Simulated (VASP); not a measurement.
The system is GaF.

```xyz
2
Lattice="3.1659 0.0000 0.0000 0.0000 3.1659 0.0000 0.0000 0.0000 3.1659" Properties=species:S:1:pos:R:3 pbc="T T T"
Ga    0.0000    0.0000    0.0000
F     1.5830    1.5830    1.5830
```

The cell was built by a generator and needn't be a form met in nature.

Program: VASP 6.6.1. Alike in all runs: potentials or basis VASP PAW PBE potentials, release 64 (Ga_d, F); no spin polarisation; cell as given; cutoff (eV) 520; smearing fermi-dirac 0.05 eV.

**Question.** Order these runs on this cell by their band gap on the k mesh, lowest first.
A. level B3LYP; k mesh 4 × 4 × 4; grid for exact exchange (PRECFOCK) Normal; exchange at q = 0 truncated; mesh quality coarse
B. level PBE; k mesh 8 × 8 × 8; mesh quality not flagged
C. level r2SCAN-EpsX; k mesh 4 × 4 × 4; grid for exact exchange (PRECFOCK) Normal; exchange at q = 0 truncated; share of exact exchange 0.1172; mesh quality coarse

**Answer.** B (0.34 eV), C (1.05 eV), A (1.64 eV).

Caveats: some runs use coarse meshes; some modes are imaginary (some runs); the gap is small at this level, which inflates the dielectric constant (some runs).

A k mesh can miss the band edges.

Not every run made on this cell is shown here.
